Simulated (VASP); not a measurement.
Level of theory: PBE GGA, VASP's PBE PAW potentials (set 64) (plane waves; VASP).

A VASP calculation is set up with these files.

### KPOINTS
```
Automatic
0
G
18 18 10
```

POSCAR:
```
ZnO
1.0
  1.6429897518  -2.8457421785   0.0000000000
  1.6429897518   2.8457421785   0.0000000000
  0.0000000000   0.0000000000   5.3047318335
Zn O
2 2
direct
  0.6666670000   0.3333330000   0.5012495157
  0.3333330000   0.6666670000   0.0012495157
  0.6666670000   0.3333330000   0.8807504843
  0.3333330000   0.6666670000   0.3807504843
```

INCAR:
```
SYSTEM = ZnO
PREC = Accurate
ENCUT = 520
EDIFF = 1E-7
NELM = 100
ALGO = Normal
LREAL = .FALSE.
LASPH = .TRUE.
ISMEAR = 0
SIGMA = 0.01
GGA = PE
LMAXMIX = 4
LWAVE = .FALSE.
LCHARG = .FALSE.
LOPTICS = .TRUE.
NBANDS = 66
NEDOS = 1001
CSHIFT = 0.1
```

POTCAR, in this order: Zn O (PBE.64 set). Program: vasp_std.

The dielectric response may not be converged in the k-mesh; for small gaps it tends to come out too large.

Question: What does the run give for the energy per atom (σ→0), band gap (on the k-mesh)?

Answer: 
```yaml
energy per atom (σ→0): -4.466 eV/atom
band gap (on the k-mesh): 0.72 eV
```

OSZICAR:
```
...
DAV:  10    -0.178619676485E+02   -0.11576E-03   -0.29854E-04 32850   0.683E-02    0.716E-02
DAV:  11    -0.178622526829E+02   -0.28503E-03   -0.14348E-04 32512   0.552E-02    0.153E-02
DAV:  12    -0.178622515135E+02    0.11694E-05   -0.56171E-06 33944   0.146E-02    0.117E-02
DAV:  13    -0.178622498020E+02    0.17115E-05   -0.10373E-06 32570   0.594E-03    0.353E-03
DAV:  14    -0.178622496162E+02    0.18585E-06   -0.20052E-07 34938   0.603E-03    0.104E-03
DAV:  15    -0.178622496063E+02    0.98216E-08   -0.19126E-08 27228   0.107E-03
   1 F= -.17862250E+02 E0= -.17862250E+02  d E =-.249395E-15
 imaginary and real dielectric function
```

The compound is ZnO in the wurtzite structure. It was relaxed first.
